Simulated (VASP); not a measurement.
Data:

```xyz
4
Lattice="3.8678 0.0000 0.0000 0.0000 3.8678 0.0000 0.0000 0.0000 5.0526" Properties=species:S:1:pos:R:3 pbc="T T T"
Sn     1.9339     0.0000     3.8896
Sn     3.8678     1.9339     1.1630
O      1.9339     1.9339     5.0526
O      0.0000     3.8678     5.0526
```

These are PBE GGA, VASP's PBE PAW potentials (set 64) (plane waves; VASP 6.6.1) values and carry that method's errors. Run with 600 eV cut-off, 6×6×4 Γ-centred mesh, Gaussian smearing of 0.050 eV, potentials Sn_d O.

Energy and stress use the plane-wave basis of the starting cell. Without a dispersion term in the relaxation, distances and binding between the weakly bound layers, chains or molecules are unreliable, and so is what depends on them.

**Question.** The ions, cell shape and volume at an external pressure of 20.0 GPa are relaxed. Predict the relaxed structure.

**Answer.** 
```xyz
4
Lattice="3.6766 0.0000 0.0000 0.0000 3.6766 0.0000 0.0000 0.0000 4.1435" Properties=species:S:1:pos:R:3 pbc="T T T"
Sn     1.8383     0.0000     2.9806
Sn     3.6766     1.8383     1.1629
O      1.8383     1.8383     0.0000
O      0.0000     0.0000     0.0000
```
Space group P4/nmm (129), at a tolerance of 0.03 Å.

**Question.** How do energy and volume change from the first to the last step?

**Answer.** The energy (σ→0) changes by +201.8 meV/atom and the volume by -25.9 %, in 16 ionic steps.

```tsv
step	E(σ→0) (eV)	max force (eV/Å)	pressure (GPa)	volume (Å³)
1	-22.7307	0.000	-0.05	75.59
2	-19.2895	7.843	66.63	52.56
3	-22.1611	2.698	18.68	64.34
4	-22.1107	2.831	19.74	63.92
5	-22.0417	1.262	21.11	59.15
6	-21.6899	0.152	23.36	55.25
7	-21.7667	0.135	22.64	55.85
8	-22.0427	0.369	16.43	57.31
9	-22.0678	0.428	15.68	57.50
10	-21.8873	0.303	21.56	55.75
11	-21.9367	0.148	20.29	56.13
12	-21.9384	0.048	19.87	56.13
13	-21.9386	0.017	19.75	56.13
14	-21.9200	0.016	20.10	55.98
15	-21.9235	0.016	20.04	56.01
16	-21.9235	0.006	19.97	56.01
```

The compound is SnO in the litharge structure. This run relaxes it under an external pressure of 20 GPa. Symmetry was kept, so distortions that lower it aren't found. The k-mesh is coarse (spacing up to 0.38 per Å, 2π included), so the numbers may not be converged in it.
